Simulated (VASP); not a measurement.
Input:

```
Lu
1.0
    1.72826    -2.99344     0.00000
    1.72826     2.99344     0.00000
    0.00000     0.00000     5.37370
Lu
2
Direct
  0.33333   0.66667   0.25000
  0.66667   0.33333   0.75000
```

All values below come from PBEsol GGA, VASP's PBE PAW potentials (set 64) (plane waves; VASP). Settings: 400 eV cut-off, Gaussian smearing of 0.050 eV, potentials Lu_3.

Problem. Give the energies of bands 7 to 12 at the high-symmetry points, in eV from the Fermi level.

Solution. 
```
band      Γ      M      K      A      L      H
----  -----  -----  -----  -----  -----  -----
7     -6.18  -2.41  -0.99  -4.42  -2.20  -0.67
8     -2.49  -1.48  -0.99  -4.42  -2.20  -0.67
9      0.90  -0.91  -0.78   1.25   0.13  -0.49
10     2.22  -0.30  -0.62   1.25   0.13  -0.49
11     2.22   1.72   1.35   2.12   1.48   0.45
12     2.77   1.86   1.35   2.12   1.48   0.45
```

It has no gap at this level: it comes out as a metal or semimetal.

The compound is Lu in the hcp structure. It was relaxed first, which changed the volume by -6 %.
